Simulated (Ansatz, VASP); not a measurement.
# Al5AgS8 (Al5AgS8 (F-43m)): VASP beside Ansatz, part 2 of 2

Wanted: the spread between two codes on one cell, functional and k mesh.

VASP 6.6.1 and Ansatz 0.2.0.

So far. Step 2 (VASP: single point, PBEsol): The run ends at a pressure of 0.20 GPa, with forces up to 0.16 eV/Å.

## 3. Ansatz: single point, PBEsol

Level of this step: Ansatz beside VASP: Kohn-Sham DFT, plane waves, PBEsol (Ansatz).

Ansatz runs on its default PAW (the set named soft_2) files.

The same cell, functional, mesh and smearing now go to Ansatz, which takes its cutoff from its data sets.

The input, input.yaml:

```yaml
crystal:
  lattice:
    - [10.067345348, 0.0, 0.0]
    - [0.0, 0.0, -10.067345348]
    - [0.0, 10.067345348, 0.0]
  atoms:
    - { symbol: Al, position: [0.6185261051, 0.3814738949, 0.1185261051] }
    - { symbol: Al, position: [0.1185261051, 0.3814738949, 0.6185261051] }
    - { symbol: Al, position: [0.1185261051, 0.8814738949, 0.1185261051] }
    - { symbol: Al, position: [0.6185261051, 0.8814738949, 0.6185261051] }
    - { symbol: Al, position: [0.8814738948, 0.3814738949, 0.3814738949] }
    - { symbol: Al, position: [0.3814738949, 0.3814738949, 0.8814738948] }
    - { symbol: Al, position: [0.3814738949, 0.8814738949, 0.3814738949] }
    - { symbol: Al, position: [0.8814738948, 0.8814738949, 0.8814738948] }
    - { symbol: Al, position: [0.8814738948, 0.1185261051, 0.1185261051] }
    - { symbol: Al, position: [0.3814738949, 0.1185261051, 0.6185261051] }
    - { symbol: Al, position: [0.3814738949, 0.6185261052, 0.1185261051] }
    - { symbol: Al, position: [0.8814738948, 0.6185261052, 0.6185261051] }
    - { symbol: Al, position: [0.6185261051, 0.1185261051, 0.3814738949] }
    - { symbol: Al, position: [0.1185261051, 0.1185261051, 0.8814738948] }
    - { symbol: Al, position: [0.1185261051, 0.6185261052, 0.3814738949] }
    - { symbol: Al, position: [0.6185261051, 0.6185261052, 0.8814738948] }
    - { symbol: Al, position: [0.0, 0.0, 0.5] }
    - { symbol: Al, position: [0.5, 0.0, 0.0] }
    - { symbol: Al, position: [0.5, 0.5, 0.5] }
    - { symbol: Al, position: [0.0, 0.5, 0.0] }
    - { symbol: Ag, position: [0.25, 0.75, 0.75] }
    - { symbol: Ag, position: [0.75, 0.75, 0.25] }
    - { symbol: Ag, position: [0.75, 0.25, 0.75] }
    - { symbol: Ag, position: [0.25, 0.25, 0.25] }
    - { symbol: S, position: [0.3861298346, 0.6138701654, 0.8861298346] }
    - { symbol: S, position: [0.8861298346, 0.6138701654, 0.3861298346] }
    - { symbol: S, position: [0.8861298346, 0.1138701654, 0.8861298346] }
    - { symbol: S, position: [0.3861298346, 0.1138701654, 0.3861298346] }
    - { symbol: S, position: [0.1138701605, 0.6138701654, 0.6138701605] }
    - { symbol: S, position: [0.6138701605, 0.6138701654, 0.1138701605] }
    - { symbol: S, position: [0.6138701605, 0.1138701654, 0.6138701605] }
    - { symbol: S, position: [0.1138701605, 0.1138701654, 0.1138701605] }
    - { symbol: S, position: [0.1138701605, 0.8861298396, 0.8861298346] }
    - { symbol: S, position: [0.6138701605, 0.8861298396, 0.3861298346] }
    - { symbol: S, position: [0.6138701605, 0.3861298395, 0.8861298346] }
    - { symbol: S, position: [0.1138701605, 0.3861298395, 0.3861298346] }
    - { symbol: S, position: [0.3861298346, 0.8861298396, 0.6138701605] }
    - { symbol: S, position: [0.8861298346, 0.8861298396, 0.1138701605] }
    - { symbol: S, position: [0.8861298346, 0.3861298395, 0.6138701605] }
    - { symbol: S, position: [0.3861298346, 0.3861298395, 0.1138701605] }
    - { symbol: S, position: [0.8664006409, 0.1335993591, 0.3664006409] }
    - { symbol: S, position: [0.3664006409, 0.1335993591, 0.8664006409] }
    - { symbol: S, position: [0.3664006409, 0.6335993591, 0.3664006409] }
    - { symbol: S, position: [0.8664006409, 0.6335993591, 0.8664006409] }
    - { symbol: S, position: [0.1335993592, 0.1335993591, 0.6335993592] }
    - { symbol: S, position: [0.6335993592, 0.1335993591, 0.1335993592] }
    - { symbol: S, position: [0.6335993592, 0.6335993591, 0.6335993592] }
    - { symbol: S, position: [0.1335993592, 0.6335993591, 0.1335993592] }
    - { symbol: S, position: [0.1335993592, 0.8664006408, 0.3664006409] }
    - { symbol: S, position: [0.6335993592, 0.8664006408, 0.8664006409] }
    - { symbol: S, position: [0.6335993592, 0.3664006408, 0.3664006409] }
    - { symbol: S, position: [0.1335993592, 0.3664006408, 0.8664006409] }
    - { symbol: S, position: [0.8664006409, 0.8664006408, 0.6335993592] }
    - { symbol: S, position: [0.3664006409, 0.8664006408, 0.1335993592] }
    - { symbol: S, position: [0.3664006409, 0.3664006408, 0.6335993592] }
    - { symbol: S, position: [0.8664006409, 0.3664006408, 0.1335993592] }
hamiltonian:
  xc: pbesol
  pseudopotentials: { kind: paw }
kpoints:
  mp_grid: { grid: [1, 1, 1] }
scf:
  occupations: { method: gaussian, width: 0.05 }
  n_extra_bands: 18
output:
  forces: true
  stress: true
  eigenvalues: true
  write_density: true
  write_potential: true
  elf: true
  volumetric_format: npy
```

Started as:

```bash
ansatz run input.yaml --threads 4 --pin off --max-ram 18432MiB --backend cpu --events-out ev --progress --plain --runs-dir out
```

Numbers of over 12 decimals in the logs are rounded to 6 here.

Log:

```text
scf.n_extra_bands = 18 over 164 filled bands (N_el = 328.0): the run solves 182 bands
Engine: ansatz 0.2.0, aarch64-unknown-linux-gnu
Pseudopotentials: kind: paw
Pseudopotential: Al, paw, valence charge 3, recommended cutoff 420 eV (normal), Al.paw.azcp
Pseudopotential: Ag, paw, valence charge 19, recommended cutoff 420 eV (normal), Ag.paw.azcp
Pseudopotential: S, paw, valence charge 6, recommended cutoff 420 eV (normal), S.paw.azcp
Functional definition: PBEsol
  exchange = pbesol_x
  correlation = pbesol_c
Crystal: 56 atoms, lattice volume = 1020.340 Å³
Basis set: ecut = 420 eV, 20005 PW (Γ), exchange–correlation on 144×144×144 points (8 copies of the dense FFT grid, shifted against one another)
Bands: 182, of which v1, the nominal top of the filled ones, is band 164 counted from 1 (163 counted from 0)
Symmetry: 96 space group operations
Space group: F-43m (ITA 216), of the structure as read, at distance tolerance 1.0e-4 Å
k-points: 1
Non-local potential: Al, projectors of the file, l = 0: 2, l = 1: 2, l = 2: 1
Non-local potential: Ag, projectors of the file, l = 0: 3, l = 1: 2, l = 2: 2, l = 3: 1
Non-local potential: S, projectors of the file, l = 0: 2, l = 1: 2, l = 2: 2
PAW form: soft (Blöchl's): semilocal exchange-correlation on the pseudo side does not see the compensation charge
PAW frozen core: Al, regenerated for the run's functional, and the local potential with it (the file was generated under x = pbe(κ = 0.804, μ = 0.219515), c = pbe(β = 0.066725))
PAW frozen core: Ag, regenerated for the run's functional, and the local potential with it (the file was generated under x = pbe(κ = 0.804, μ = 0.219515), c = pbe(β = 0.066725))
PAW frozen core: S, regenerated for the run's functional, and the local potential with it (the file was generated under x = pbe(κ = 0.804, μ = 0.219515), c = pbe(β = 0.066725))
PAW one-centre angular grid: Al, 110 points (default); XC on 64 Gauss nodes
PAW one-centre angular grid: Ag, 590 points (default); XC on 64 Gauss nodes
PAW one-centre angular grid: S, 110 points (default); XC on 64 Gauss nodes
Initial density: superposition of atomic densities (neutral atoms: chi_scale 0, normalization atom), corrected by the library's trained network
Initial wavefunctions: pseudopotential atomic-orbital guess
Functional: x = pbesol(κ = 0.804, μ = 0.123457), c = pbesol(β = 0.046)
SCF iter   1: F=—  HF=-68951.354299 eV  |F-HF|=—  |Δ(HF+E_count)|=         —  Δρ=5.93e-3  dr2=4.60e-1  ethr=1.77e-3  ⟨swp⟩=6.0  Hψ=786  notcnv=0
preconditioner: auto → Resta (q_TF=auto, 2.258 Å⁻¹)  ε∞=6.7  [insulator: Δε(μ)=1.420 eV  Ē_g=8.409 eV  σ=0.050 eV  W_gap=1.00  n_scr=202 (ndim 8)  ℏωp=20.0 eV  f_vac=0.000  D(μ)=0.00/eV (n_scr^D=0)  ε∞_Penn≈6.7]
SCF iter   2: F=—  HF=-68951.247933 eV  |F-HF|=—  |Δ(HF+E_count)|=   1.06e-1  Δρ=2.04e-3  dr2=4.74e-2  ethr=1.40e-4  ⟨swp⟩=2.0  Hψ=383  notcnv=0  defer=7
SCF iter   3: F=—  HF=-68951.240928 eV  |F-HF|=—  |Δ(HF+E_count)|=   7.00e-3  Δρ=9.32e-4  dr2=1.28e-2  ethr=1.45e-5  ⟨swp⟩=2.0  Hψ=250  notcnv=0  defer=7
SCF iter   4: F=—  HF=-68951.239773 eV  |F-HF|=—  |Δ(HF+E_count)|=   1.16e-3  Δρ=2.35e-4  dr2=9.02e-4  ethr=3.90e-6  ⟨swp⟩=2.0  Hψ=277  notcnv=0  defer=7
SCF iter   5: F=—  HF=-68951.240047 eV  |F-HF|=—  |Δ(HF+E_count)|=   2.74e-4  Δρ=5.47e-5  dr2=4.40e-5  ethr=2.75e-7  ⟨swp⟩=2.0  Hψ=284  notcnv=0  defer=7
SCF iter   6: F=—  HF=-68951.240313 eV  |F-HF|=—  |Δ(HF+E_count)|=   2.67e-4  Δρ=1.15e-5  dr2=1.37e-6  ethr=1.34e-8  ⟨swp⟩=2.0  Hψ=316  notcnv=0  defer=7
SCF iter   7: F=-68951.240314 eV  HF=-68951.240314 eV  |F-HF|=3.86e-8  |Δ(HF+E_count)|=   1.03e-6  Δρ=2.26e-6  dr2=8.42e-8  ethr=3.05e-11  ⟨swp⟩=13.0  Hψ=1627  notcnv=0
SCF 1 converged in 7 iterations: F = -68951.240314 eV  dr2 = 8.42e-8
  greatest PAW one-centre occupation: 1.001 electrons in one spin orbital (limit 2), on the Ag atom at site 23 (counted from 0), in its partial waves of l = 0
SCF converged after 7 iterations
Free energy (F): -68951.240314 eV
Harris-Foulkes:  -68951.240314 eV  (|F-HF|=3.86e-8)
Internal energy: -68951.240314 eV  (E = F + TS)
E sigma→0 (E₀):  -68951.240314 eV
Fermi energy:    7.606651 eV
--- Per-component energies (eV) ---
  E_band       = -1347.096746
  E_kinetic    = 6064.356817
  E_local      = -20353.373379  (includes V_loc(G=0)·N_el)
  E_nonlocal   = 1429.307672
  E_hartree    = 8871.928972
  E_xc         = -4629.324888
  E_vxc        = -4358.972954  (∫ρ·V_xc dr)
  E_paw        = -43123.865972  (= ΣΔE_a)
  E_vpaw       = -1872.266485  (= ΣTr[D̂ρ^β])
  E_aug_tail   = 0.001160  (compensation charges beyond the density's cutoff)
  E_ewald      = -17213.926812
  E_core_change = 3.656114  (= ΣΔE_core)
  E_smearing   = -0.000000  (= −TS)
  E_closure    = -0.000000  (closes the sum)
  Σ components = -68951.240314   (vs F -68951.240314, Δ=0.00e0)
--- Forces (eV/Å), atoms counted from 1 ---
  atom   1  Al     0.07862359     0.07862359     0.07862359
  atom   2  Al     0.07862359     0.07862359     0.07862359
  atom   3  Al     0.07862359     0.07862359     0.07862359
  atom   4  Al     0.07862359     0.07862359     0.07862359
  atom   5  Al    -0.07862359    -0.07862359     0.07862359
  atom   6  Al    -0.07862359    -0.07862359     0.07862359
  atom   7  Al    -0.07862359    -0.07862359     0.07862359
  atom   8  Al    -0.07862359    -0.07862359     0.07862359
  atom   9  Al    -0.07862359     0.07862359    -0.07862359
  atom  10  Al    -0.07862359     0.07862359    -0.07862359
  atom  11  Al    -0.07862359     0.07862359    -0.07862359
  atom  12  Al    -0.07862359     0.07862359    -0.07862359
  atom  13  Al     0.07862359    -0.07862359    -0.07862359
  atom  14  Al     0.07862359    -0.07862359    -0.07862359
  atom  15  Al     0.07862359    -0.07862359    -0.07862359
  atom  16  Al     0.07862359    -0.07862359    -0.07862359
  atom  17  Al     0.00000000    -0.00000000     0.00000000
  atom  18  Al     0.00000000    -0.00000000    -0.00000000
  atom  19  Al     0.00000000    -0.00000000    -0.00000000
  atom  20  Al     0.00000000    -0.00000000     0.00000000
  atom  21  Ag     0.00000000    -0.00000000     0.00000000
  atom  22  Ag     0.00000000    -0.00000000    -0.00000000
  atom  23  Ag     0.00000000    -0.00000000    -0.00000000
  atom  24  Ag     0.00000000    -0.00000000    -0.00000000
[...]
atom  49  S     -0.06369824     0.06369824    -0.06369824
  atom  50  S     -0.06369824     0.06369824    -0.06369824
  atom  51  S     -0.06369824     0.06369824    -0.06369824
  atom  52  S     -0.06369824     0.06369824    -0.06369824
  atom  53  S      0.06369824    -0.06369824    -0.06369824
  atom  54  S      0.06369824    -0.06369824    -0.06369824
  atom  55  S      0.06369824    -0.06369824    -0.06369824
  atom  56  S      0.06369824    -0.06369824    -0.06369824
  max |Σ_I F_I| component: 3.33e-16 eV/Å
--- Stress (GPa, compression-positive) ---
        0.445873       0.000000      -0.000000
       -0.000000       0.445873      -0.000000
       -0.000000       0.000000       0.445873
  P = ⅓ Tr σ = 0.4459 GPa (4.459 kbar)
--- Band table (eV) ---
  k-point 0: bands = [... 160 lower, 6.4635, 6.8434, 6.8434, 6.8434, 8.3681, 8.6299, 8.6299, 8.6299, ... 14 higher]
```

Run time: 8.2 s. Hardware: 4 threads of Arm Neoverse V1, shared host; peak memory 0.97 GiB.

The run ends at a pressure of 0.45 GPa, with forces up to 0.14 eV/Å.

## 4. Side by side

Known differences besides the potentials themselves: the data sets hold 328 valence electrons in Ansatz (default PAW (the set named soft_2) files) and 296 in VASP; the cutoff is 420 eV in Ansatz and 300 eV in VASP (PREC = Normal, projectors in real space); Ansatz makes its cores anew for this functional, VASP keeps those of its PBE data sets; VASP leaves aspherical gradient terms in its spheres out (LASPH is not set), Ansatz keeps them. Total energies have different zeros and are not compared.

Compared:

```
              quantity  Ansatz   VASP  difference
        pressure (GPa)    0.45   0.20       +0.24
gap on the k mesh (eV)   1.525  1.535      -0.010
```

Forces on 10 of the 56 atoms, those with the largest forces and the largest differences (eV/Å; atoms numbered as in POSCAR):

```
atom         Ansatz x, y, z           VASP x, y, z
 Al1    0.079, 0.079, 0.079    0.091, 0.091, 0.091
Al10  -0.079, 0.079, -0.079  -0.091, 0.091, -0.091
Al11  -0.079, 0.079, -0.079  -0.091, 0.091, -0.091
Al12  -0.079, 0.079, -0.079  -0.091, 0.091, -0.091
Al13  0.079, -0.079, -0.079  0.091, -0.091, -0.091
Al14  0.079, -0.079, -0.079  0.091, -0.091, -0.091
Al16  0.079, -0.079, -0.079  0.091, -0.091, -0.091
 S29  -0.039, -0.039, 0.039  -0.020, -0.020, 0.020
 S30  -0.039, -0.039, 0.039  -0.020, -0.020, 0.020
 S31  -0.039, -0.039, 0.039  -0.020, -0.020, 0.020
```

The forces differ by 12 meV/Å r.m.s., which is 20.8 % of the r.m.s. force of 0.06 eV/Å (both taken over all components). A gap on the mesh is an upper bound, since the band edges may lie between its points.

## 5. Other set-ups

Further runs change the set-up of one program: Ansatz's method, potentials or start, or VASP's data sets, cutoff or form of LDA. The table gives Ansatz less VASP for each quantity, since a change that brings one quantity closer may part another.

```
                                        run  r.m.s. force difference (meV/Å)  pressure (GPa)  gap on the k mesh (eV)
                                   as above                               12            0.24                  -0.010
                       cores kept as stored                              9.3            0.32                 -0.0071
   Ansatz's larger PAW set (cutoff 1050 eV)                               12            0.26                 -3.8e-4
norm-conserving potentials (cutoff 1116 eV)                               10            0.21                  -0.024
```

## 6. Outcome

```
r.m.s. force difference (single point, PBEsol) : 12 meV/Å
```

**Reading.** The r.m.s. force difference is 12 meV/Å (single point, PBEsol), at about the 12 meV/Å picked in this series as the mark of a large difference. Single point, PBEsol, cores kept as stored: the difference in pressure goes from 0.24 to 0.32 GPa; the difference in gap on the k mesh goes from -0.010 to -0.0071 eV. Single point, PBEsol, Ansatz's larger PAW set (cutoff 1050 eV): the difference in gap on the k mesh goes from -0.010 to -3.8e-4 eV. Single point, PBEsol, norm-conserving potentials (cutoff 1116 eV): the difference in gap on the k mesh goes from -0.010 to -0.024 eV. Such differences can come from data sets, numerical settings and the points named under the comparisons, not from the functional's error against experiment.

[Lines on the potential files, build, host, timing and source positions are cut from VASP's logs without a mark.]

[Logs are printed without paths, hosts, clocks, repeated set-up lines and the standing remarks that a program may print on its own settings, such as how far it seeks lower states.]

[Hosts, paths, dates, database ids (printed as entryN), source tags and the programs' standing remarks are cut or masked in the printed files.]
